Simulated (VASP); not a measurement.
A convergence study with VASP on AuAl₂ (fluorite): a few settings are varied, all else stays as given below, so the limit is that of these other settings. The cell's lengths are 1 % over those of the tabulated start and one atom is moved, so it is off equilibrium.

```
Al2Au
1.0
    0.00000     3.03000     3.03000
    3.03000     0.00000     3.03000
    3.03000     3.03000     0.00000
Al Au
2 1
Direct
  0.25000   0.25000   0.25000
  0.75000   0.75000   0.75000
  0.99000   0.01000   0.01000
```

Method: PBE GGA, VASP's PBE PAW potentials (set 64) (plane waves; VASP 6.6.1). The last row used: 900 eV cut-off, 8×8×8 Γ-centred mesh, first-order Methfessel-Paxton smearing of 0.10 eV, potentials Al_sv_GW Au.

Energies of different potentials or hybrids have different zeros.

| setting | E (eV/atom) | pressure (GPa) | largest force (eV/Å) | plane waves |
|---|---|---|---|---|
| ENCUT = 300, POTCAR Al Au | -4.0063 | -0.34 | 0.446 | 670 |
| ENCUT = 400, POTCAR Al Au | -4.0042 | -0.15 | 0.444 | 1036 |
| ENCUT = 520, POTCAR Al Au | -4.0043 | -0.15 | 0.444 | 1524 |
| ENCUT = 700, POTCAR Al Au | -4.0043 | -0.11 | 0.443 | 2362 |
| ENCUT = 900, POTCAR Al Au | -4.0043 | -0.12 | 0.443 | 3479 |
| ENCUT = 300, POTCAR Al_GW Au | -4.0123 | -0.44 | 0.444 | 670 |
| ENCUT = 400, POTCAR Al_GW Au | -4.0086 | -0.23 | 0.443 | 1036 |
| ENCUT = 520, POTCAR Al_GW Au | -4.0086 | -0.24 | 0.443 | 1524 |
| ENCUT = 700, POTCAR Al_GW Au | -4.0087 | -0.21 | 0.443 | 2362 |
| ENCUT = 900, POTCAR Al_GW Au | -4.0087 | -0.21 | 0.443 | 3479 |
| ENCUT = 300, POTCAR Al_sv_GW Au | -4.2055 | -22.54 | 0.459 | 670 |
| ENCUT = 400, POTCAR Al_sv_GW Au | -3.9768 | -9.84 | 0.451 | 1036 |
| ENCUT = 520, POTCAR Al_sv_GW Au | -4.0076 | -0.61 | 0.445 | 1524 |
| ENCUT = 700, POTCAR Al_sv_GW Au | -4.0164 | -0.57 | 0.445 | 2362 |
| ENCUT = 900, POTCAR Al_sv_GW Au | -4.0171 | -0.10 | 0.445 | 3479 |

Left out are rungs that failed or repeat a setting and relaxations that didn't move; long series are thinned to 24 rows.

The compound is AuAl2 in the fluorite structure. The cell was not relaxed at this level, it is distorted from the ideal structure. The electron count is odd and the run is not spin-polarised, which forces a metal.
